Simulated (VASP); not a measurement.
# BC₂HF₂: harmonic vibrations of a molecule

BC₂HF₂, molecule in box, 6 atoms in the cell. PBE, harmonic vibrations; PAW potentials C, B, F, H (PBE set).

## Input

INCAR.step1:
```
SYSTEM = BHC2F2
  PREC = Accurate
  ENCUT = 400
  EDIFF = 1E-8
  ISMEAR = 0
  SIGMA = 0.01
  ISYM = 0
  LREAL = .FALSE.
  LASPH = .TRUE.
  NELM = 100
  ALGO = Normal
  LWAVE = .FALSE.
  LCHARG = .FALSE.
  IBRION = 2
  NSW = 60
  ISIF = 2
  EDIFFG = -0.002
  POTIM = 0.5
```

INCAR.step2, as INCAR.step1 but for:
```
- IBRION = 2
- NSW = 60
- ISIF = 2
- EDIFFG = -0.002
- POTIM = 0.5
+ IBRION = 5
+ NFREE = 2
+ POTIM = 0.015
+ NSW = 1
```

KPOINTS:
```
k-points
0
Gamma
  1 1 1
```

POSCAR.step1:
```
BHC2F2
1.0
   13.0000000000      0.0000000000      0.0000000000
    0.0000000000     11.0000000000      0.0000000000
    0.0000000000      0.0000000000     13.0000000000
C B F H
2 1 2 1
Direct
    0.4188423100      0.5621409100      0.5866730800
    0.4700038500      0.5308136400      0.5142346200
    0.5346653800      0.4912318200      0.4226884600
    0.4986346200      0.4139318200      0.3543653800
    0.6284884600      0.5331318200      0.4091730800
    0.3735115400      0.5898863600      0.6508653800
```

Commands (each step's output is kept before the next begins):
```
cat potpaw_PBE.64/C/POTCAR potpaw_PBE.64/B/POTCAR potpaw_PBE.64/F/POTCAR potpaw_PBE.64/H/POTCAR > POTCAR
cp INCAR.step1 INCAR
cp POSCAR.step1 POSCAR
mpirun -np 4 vasp_gam > vasp.out
cp CONTCAR POSCAR
cp INCAR.step2 INCAR
mpirun -np 4 vasp_gam > vasp.out
```

## Result

- Vibrations (cm⁻¹; a negative value is imaginary): 3382, 2133, 1331, 1260, 722, 718, 664, 642, 481, 429, 205, 157
- Zero-point energy (eV): 0.752
- Translations and rotations, which should read zero (cm⁻¹): -31, -11, -2, 6, 20, 25
- Vibrational entropy at 298 K (meV/K): 0.330
- Displaced cells: 36
- Ionic steps, all stages: 58
- Electronic steps, all stages: 1048

VASP 6.6.1 took 2067 s on 4 cores (AMD EPYC 7R43 (Zen 3)), a shared host.
